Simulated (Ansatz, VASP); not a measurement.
# GaSb: VASP beside Ansatz, part 2 of 2

One calculation is typed for both programs; each brings its own data sets. How far apart do they land? The cell is taken from a series of runs on this material, whose earlier steps may have relaxed, scaled, displaced or heated it; both programs get it as it stands.

VASP 6.6.1 and Ansatz 0.2.0.

So far: Set-up; Ansatz: zone-centre phonons, PBEsol.

## 3. VASP: zone-centre phonons, PBEsol

Level of this step: PBEsol; plane waves and PAW (Ga_d, Sb) (VASP).

The same cell, functional, mesh and smearing now go to VASP, with its own data sets.

Lines of VASP's logs that name or quote its potential files are left out, and so is its time.

Contents of INCAR:

```
SYSTEM = GaSb
PREC = Accurate
ENCUT = 500
EDIFF = 1E-08
NELM = 120
ISMEAR = 1
SIGMA = 0.2
LREAL = .FALSE.
ALGO = Normal
GGA = PS
NBANDS = 15
LORBIT = 11
LWAVE = .FALSE.
LCHARG = .FALSE.
ISIF = 2
IBRION = 8
LASPH = .TRUE.
GGA_COMPAT = .FALSE.
KPAR = 2
```

Contents of POSCAR:

```
GaSb
1.0
    0.0000000000      3.0464062174      3.0863260092
    3.0464062174      0.0000000000      3.0863260092
    3.0464062174      3.0464062174      0.0000000000
Ga Sb
1 1
Direct
    0.0000000000      0.0000000000      0.0000000000
    0.7500000000      0.7500000000      0.7500000000
```

Contents of KPOINTS:

```
Automatic mesh
0
Gamma
12 12 12
0 0 0
```

The projector-augmented-wave data sets are Ga_d and Sb (PBE family, release 64).

On the command line:

```console
mpirun -np 2 vasp_std
```

Numbers of over 12 decimals in the logs are rounded to 6 here.

The program printed:

```text
[banner, memory and clock lines left out]
running    2 mpi-ranks, on    1 nodes
 distrk:  each k-point on    1 cores,    2 groups
 distr:  one band on    1 cores,    1 groups

 POSCAR found type information on POSCAR GaSb
 POSCAR found :  2 types and       2 ions
|                                                                             |
|               ----> ADVICE to this user running VASP <----                  |
|                                                                             |
|     You enforced a specific xc type in the INCAR file but a different       |
|     [... a line on the potential file left out ...]
|     I HOPE YOU KNOW WHAT YOU ARE DOING!                                     |
|                                                                             |

 LDA part: xc-table for (Slater+PW92), standard interpolation
 POSCAR, INCAR and KPOINTS ok, starting setup
 FFT: planning ... GRIDC
 FFT: planning ... GRID_SOFT
 FFT: planning ... GRID
 WAVECAR not read
 entering main loop
       N       E                     dE             d eps       ncg     rms          rms(c)
DAV:   1     0.801577622741E+02    0.80158E+02   -0.85077E+03  4938   0.144E+03
DAV:   2    -0.216105374040E+01   -0.82319E+02   -0.79485E+02  5639   0.301E+02
DAV:   3    -0.814684675877E+01   -0.59858E+01   -0.59632E+01  5933   0.668E+01
DAV:   4    -0.825053874129E+01   -0.10369E+00   -0.10367E+00  5962   0.993E+00
DAV:   5    -0.825309047679E+01   -0.25517E-02   -0.25517E-02  6456   0.137E+00    0.312E+00
DAV:   6    -0.817935090951E+01    0.73740E-01   -0.87500E-02  6442   0.523E+00    0.183E+00
DAV:   7    -0.815355751921E+01    0.25793E-01   -0.44359E-02  6193   0.198E+00    0.362E-01
DAV:   8    -0.815358393706E+01   -0.26418E-04   -0.48697E-03  6397   0.879E-01    0.991E-02
DAV:   9    -0.815386494947E+01   -0.28101E-03   -0.44775E-04  5520   0.174E-01    0.367E-02
DAV:  10    -0.815385985039E+01    0.50991E-05   -0.19911E-05  6399   0.395E-02    0.989E-03
DAV:  11    -0.815386938082E+01   -0.95304E-05   -0.12226E-05  5569   0.250E-02    0.442E-03
DAV:  12    -0.815386951512E+01   -0.13430E-06   -0.48467E-07  6388   0.707E-03    0.677E-04
DAV:  13    -0.815386950220E+01    0.12919E-07   -0.41481E-08  5647   0.138E-03    0.477E-04
DAV:  14    -0.815386954871E+01   -0.46509E-07   -0.41656E-09  5077   0.828E-04    0.341E-05
DAV:  15    -0.815386955261E+01   -0.38949E-08   -0.60443E-10  3362   0.314E-04
   1 F= -.81538696E+01 E0= -.81540106E+01  d E =0.423173E-03
 Linear response reoptimize wavefunctions to high precision
DAV:   1    -0.815386954789E+01    0.47144E-08   -0.15485E-10  3908   0.156E-04
DAV:   2    -0.815386954790E+01   -0.36380E-11   -0.42013E-11  3089   0.664E-05
 Linear response DOF=           4
 Linear response progress:
  Degree of freedom:   1/  4
       N       E                     dE             d eps       ncg     rms          rms(c)
RMM:   1    -0.165902427553E+00   -0.16590E+00    0.69480E-02 17803   0.803E+00
RMM:   2    -0.164925186752E+00    0.97724E-03   -0.28389E-02 26879   0.135E+00    0.389E-02
RMM:   3    -0.164882344953E+00    0.42842E-04   -0.33266E-03 27853   0.423E-01    0.261E-02
RMM:   4    -0.164778506803E+00    0.10384E-03   -0.15885E-03 30387   0.197E-01    0.124E-02
RMM:   5    -0.164765316205E+00    0.13191E-04   -0.64369E-05 29526   0.526E-02    0.453E-03
RMM:   6    -0.164772987367E+00   -0.76712E-05   -0.67501E-06 29836   0.221E-02    0.409E-04
RMM:   7    -0.164768730330E+00    0.42570E-05   -0.27187E-06 29228   0.960E-03    0.579E-04
RMM:   8    -0.164772296442E+00   -0.35661E-05   -0.25808E-07 29313   0.440E-03    0.162E-04
RMM:   9    -0.164774025458E+00   -0.17290E-05   -0.20834E-07 29415   0.205E-03    0.684E-05
RMM:  10    -0.164774765729E+00   -0.74027E-06    0.24009E-07 29873   0.103E-03    0.204E-05
RMM:  11    -0.164774779505E+00   -0.13776E-07   -0.55342E-08 29494   0.514E-04    0.129E-05
RMM:  12    -0.164774851123E+00   -0.71618E-07    0.20082E-08 29952   0.274E-04    0.689E-06
RMM:  13    -0.164774932974E+00   -0.81851E-07   -0.26989E-08 29516   0.154E-04    0.158E-06
RMM:  14    -0.164774931634E+00    0.13403E-08    0.35650E-08 30231   0.956E-05    0.223E-06
 first order change of Fermi-energy  -0.12013E-04
 force on displaced ion       1 direction 1 :  -7.775   0.000  -0.000
 Linear response progress:
  Degree of freedom:   2/  4
       N       E                     dE             d eps       ncg     rms          rms(c)
RMM:   1    -0.166041016889E+00   -0.16604E+00    0.62607E-02 10463   0.797E+00
RMM:   2    -0.165002223106E+00    0.10388E-02   -0.28134E-02 15665   0.132E+00    0.391E-02
RMM:   3    -0.164932292567E+00    0.69931E-04   -0.32218E-03 16448   0.411E-01    0.266E-02
RMM:   4    -0.164805984120E+00    0.12631E-03   -0.12930E-03 17723   0.189E-01    0.121E-02
RMM:   5    -0.164812969253E+00   -0.69851E-05   -0.60967E-05 17208   0.503E-02    0.431E-03
RMM:   6    -0.164821671273E+00   -0.87020E-05   -0.10430E-05 17311   0.208E-02    0.418E-04
RMM:   7    -0.164818204242E+00    0.34670E-05   -0.19945E-06 16981   0.908E-03    0.528E-04
RMM:   8    -0.164820851993E+00   -0.26478E-05   -0.54211E-07 17080   0.417E-03    0.139E-04
RMM:   9    -0.164822320068E+00   -0.14681E-05   -0.14046E-07 16979   0.195E-03    0.553E-05
RMM:  10    -0.164823045059E+00   -0.72499E-06   -0.54611E-08 17510   0.989E-04    0.178E-05
RMM:  11    -0.164822870848E+00    0.17421E-06   -0.18550E-08 16875   0.495E-04    0.138E-05
RMM:  12    -0.164822923902E+00   -0.53054E-07   -0.10938E-08 17394   0.261E-04    0.119E-05
RMM:  13    -0.164823083802E+00   -0.15990E-06   -0.55092E-09 16973   0.152E-04    0.467E-06
RMM:  14    -0.164823014234E+00    0.69568E-07   -0.56333E-09 16271   0.958E-05    0.441E-06
RMM:  15    -0.164823032251E+00   -0.18018E-07   -0.51723E-09 17468   0.682E-05    0.260E-06
RMM:  16    -0.164823046659E+00   -0.14407E-07   -0.60007E-09 16659   0.541E-05    0.109E-06
RMM:  17    -0.164823049423E+00   -0.27645E-08   -0.52663E-09 14125   0.469E-05    0.878E-07
 first order change of Fermi-energy   0.31601E-04
 force on displaced ion       1 direction 3 :  -0.000  -0.000  -7.732
 Linear response progress:
  Degree of freedom:   3/  4
       N       E                     dE             d eps       ncg     rms          rms(c)
RMM:   1    -0.283200035888E-01   -0.28320E-01    0.64068E-03 28851   0.135E+00
RMM:   2    -0.256960574728E-01    0.26239E-02   -0.34702E-03 26093   0.375E-01    0.654E-02
RMM:   3    -0.256406285111E-01    0.55429E-04   -0.19726E-04 28834   0.101E-01    0.356E-02
RMM:   4    -0.256886313101E-01   -0.48003E-04   -0.39286E-05 28831   0.436E-02    0.438E-03
RMM:   5    -0.256988599994E-01   -0.10229E-04   -0.54951E-06 30120   0.151E-02    0.277E-03
RMM:   6    -0.256924379437E-01    0.64221E-05   -0.91230E-07 28570   0.504E-03    0.716E-04
RMM:   7    -0.256913723390E-01    0.10656E-05   -0.81377E-08 29887   0.154E-03    0.258E-04
RMM:   8    -0.256906379967E-01    0.73434E-06   -0.25439E-08 28640   0.553E-04    0.602E-05
RMM:   9    -0.256906173698E-01    0.20627E-07   -0.97167E-09 29402   0.203E-04    0.173E-05
RMM:  10    -0.256906442460E-01   -0.26876E-07   -0.11087E-08 28584   0.856E-05    0.368E-06
RMM:  11    -0.256906393586E-01    0.48874E-08   -0.10675E-08 29136   0.358E-05    0.365E-06
 first order change of Fermi-energy   0.56963E-04
 force on displaced ion       2 direction 1 :  -7.805   0.000   0.000
 Linear response progress:
  Degree of freedom:   4/  4
       N       E                     dE             d eps       ncg     rms          rms(c)
RMM:   1    -0.284680057593E-01   -0.28468E-01    0.55770E-03 16572   0.136E+00
RMM:   2    -0.256834218300E-01    0.27846E-02   -0.35341E-03 15403   0.375E-01    0.660E-02
RMM:   3    -0.256353042720E-01    0.48118E-04   -0.19677E-04 16823   0.998E-02    0.360E-02
RMM:   4    -0.256909721682E-01   -0.55668E-04   -0.39095E-05 16897   0.433E-02    0.433E-03
RMM:   5    -0.257012078475E-01   -0.10236E-04   -0.54793E-06 17680   0.148E-02    0.280E-03
RMM:   6    -0.256938035922E-01    0.74043E-05   -0.76601E-07 16493   0.480E-03    0.539E-04
RMM:   7    -0.256930323880E-01    0.77120E-06   -0.69971E-08 17671   0.152E-03    0.246E-04
RMM:   8    -0.256925079343E-01    0.52445E-06   -0.16835E-08 16673   0.546E-04    0.597E-05
RMM:   9    -0.256925066638E-01    0.12705E-08   -0.26603E-09 17234   0.204E-04    0.215E-05
 first order change of Fermi-energy   0.68913E-03
 force on displaced ion       2 direction 3 :  -0.000  -0.000  -7.750
 Linear response finished
```

From OUTCAR (step 3):

```text
ion  position               nearest neighbor table
   1  0.000  0.000  0.000-   2 2.65   2 2.65   2 2.65   2 2.65
   2  0.750  0.750  0.750-   1 2.65   1 2.65   1 2.65   1 2.65

  LATTYP: Found a body centered tetragonal cell.
 ALAT       =     4.3082689891
 C/A-ratio  =     1.4327452705

 Subroutine GETGRP returns: Found  8 space group operations
 (whereof  8 operations were pure point group operations)

The static configuration has the point symmetry D_2d.

 Found    163 irreducible k-points:

   k-points           NKPTS =    163   k-points in BZ     NKDIM =    163   number of bands    NBANDS=     15

   dimension x,y,z NGX =    32 NGY =   32 NGZ =   32
   dimension x,y,z NGXF=    64 NGYF=   64 NGZF=   64

   ENCUT  =  500.0 eV  36.75 Ry    6.06 a.u.   7.91  7.91  7.85*2*pi/ulx,y,z

   NELECT =      18.0000    total number of electrons

 k-points in reciprocal lattice and weights: Automatic mesh
   0.00000000  0.00000000  0.00000000       0.001
   0.08333333  0.00000000  0.00000000       0.005
   0.16666667  0.00000000  0.00000000       0.005
   0.25000000  0.00000000  0.00000000       0.005
   0.33333333  0.00000000  0.00000000       0.005
   0.41666667 -0.00000000  0.00000000       0.005
   0.50000000  0.00000000  0.00000000       0.002
   0.08333333  0.08333333  0.00000000       0.001
   0.16666667  0.08333333  0.00000000       0.005
[...]
-0.33333333  0.16666667  0.50000000       0.002
  -0.25000000  0.25000000  0.50000000       0.001

 average (electrostatic) potential at core
       1 -65.5529       2 -87.4988

  Total        0.0285949      0.0285949     -0.1789691      0.0000000      0.0000000      0.0000000
  in kB        0.7997451      0.7997451     -5.0054284      0.0000000      0.0000000      0.0000000
  external PRESSURE =      -1.1353127 kB  Pullay stress =       0.0000000 kB

  energy-cutoff  :      500.00
  volume of cell :       57.29
      direct lattice vectors                 reciprocal lattice vectors
     0.000000000  3.046406217  3.086326009    -0.164127816  0.164127816  0.162004921
     3.046406217  0.000000000  3.086326009     0.164127816 -0.164127816  0.162004921
     3.046406217  3.046406217  0.000000000     0.164127816  0.164127816 -0.162004921

 POSITION                                       TOTAL-FORCE (eV/Angst)
 -----------------------------------------------------------------------------------
      0.00000      0.00000      0.00000         0.000000      0.000000      0.000000
      4.56961      4.56961      4.62949        -0.000000     -0.000000      0.000000
 -----------------------------------------------------------------------------------
    total drift:                               -0.000000     -0.000000     -0.000001

 Eigenvectors and eigenvalues of the dynamical matrix
 ----------------------------------------------------

   1 f  =    6.551426 THz    41.163822 2PiTHz  218.532041 cm-1    27.094508 meV
             X         Y         Z           dx          dy          dz
      0.000000  0.000000  0.000000    -0.705829    0.369805    0.000000
      4.569609  4.569609  4.629489     0.535187   -0.280401    0.000000

   2 f  =    6.551426 THz    41.163822 2PiTHz  218.532041 cm-1    27.094508 meV
             X         Y         Z           dx          dy          dz
      0.000000  0.000000  0.000000     0.369805    0.705829    0.000000
      4.569609  4.569609  4.629489    -0.280401   -0.535187    0.000000

   3 f  =    6.531466 THz    41.038411 2PiTHz  217.866256 cm-1    27.011961 meV
             X         Y         Z           dx          dy          dz
      0.000000  0.000000  0.000000     0.000000    0.000000    0.797069
      4.569609  4.569609  4.629489     0.000000    0.000000   -0.603888

   4 f/i=    0.003666 THz     0.023037 2PiTHz    0.122299 cm-1     0.015163 meV
             X         Y         Z           dx          dy          dz
      0.000000  0.000000  0.000000     0.000000    0.000000   -0.603888
      4.569609  4.569609  4.629489     0.000000    0.000000   -0.797069

   5 f/i=    0.006191 THz     0.038901 2PiTHz    0.206521 cm-1     0.025605 meV
             X         Y         Z           dx          dy          dz
      0.000000  0.000000  0.000000     0.599354   -0.076317    0.000000
      4.569609  4.569609  4.629489     0.790455   -0.100650    0.000000

   6 f/i=    0.006191 THz     0.038901 2PiTHz    0.206521 cm-1     0.025605 meV
             X         Y         Z           dx          dy          dz
      0.000000  0.000000  0.000000     0.076317    0.599354    0.000000
      4.569609  4.569609  4.629489     0.100650    0.790455    0.000000

 ELASTIC MODULI CONTR FROM IONIC RELAXATION (kBar)
 Direction    XX          YY          ZZ          XY          YZ          ZX
 --------------------------------------------------------------------------------
 XX           0.0000      0.0000      0.0000      0.0000      0.0000      0.0000
 YY           0.0000      0.0000      0.0000      0.0000      0.0000      0.0000
 ZZ           0.0000      0.0000      0.0000      0.0000      0.0000      0.0000
 XY           0.0000      0.0000      0.0000   -165.8009      0.0000      0.0000
 YZ           0.0000      0.0000      0.0000      0.0000   -170.3987      0.0000
 ZX           0.0000      0.0000      0.0000      0.0000      0.0000   -148.5517
 --------------------------------------------------------------------------------
```

## 4. Differences

Known differences besides the potentials themselves: the data sets hold 28 valence electrons in Ansatz (on its PAW soft_1 files) and 18 in VASP; the cutoff is 420 eV in Ansatz and 500 eV in VASP; Ansatz makes its cores anew for this functional, VASP keeps those of its PBE data sets. Total energies have different zeros and are not compared.

The two programs side by side:

| quantity | Ansatz | VASP | difference |
| --- | --- | --- | --- |
| optical mode 1 (cm⁻¹) | 216.8 | 217.9 | -0.51 % |
| optical mode 2 to 3 (cm⁻¹) | 217.4 | 218.5 | -0.53 % |

Modes are paired by rising frequency, not by their patterns, so a pair may set unlike modes beside each other; they are those without the splitting of longitudinal modes.

## 5. What came out

| Item | Value |
| --- | --- |
| r.m.s. difference of the optical zone-centre modes, each program's sorted by frequency (zone-centre phonons, PBEsol) | 1.1 cm⁻¹ |
| difference in optical mode 2 to 3 (zone-centre phonons, PBEsol) | -0.5 % |

**Reading.** The r.m.s. difference of the optical zone-centre modes, each program's sorted by frequency is 1.1 cm⁻¹ (zone-centre phonons, PBEsol). The data sets hold unlike numbers of valence electrons (28 in Ansatz and 18 in VASP), so part of the differences comes from the potentials. Among the rows given in per cent, the largest difference of the zone-centre phonons, PBEsol pair is in optical mode 2 to 3, -0.5 %. How closely two codes agree says nothing of how well the functional describes the real material.

[Lines on the potential files, build, host, timing and source positions are cut from VASP's logs without a mark.]

[Logs are printed without paths, hosts, clocks, repeated set-up lines and the standing remarks that a program may print on its own settings, such as how far it seeks lower states.]

[Hosts, paths, dates, database ids (printed as entryN), source tags and the programs' standing remarks are cut or masked in the printed files.]
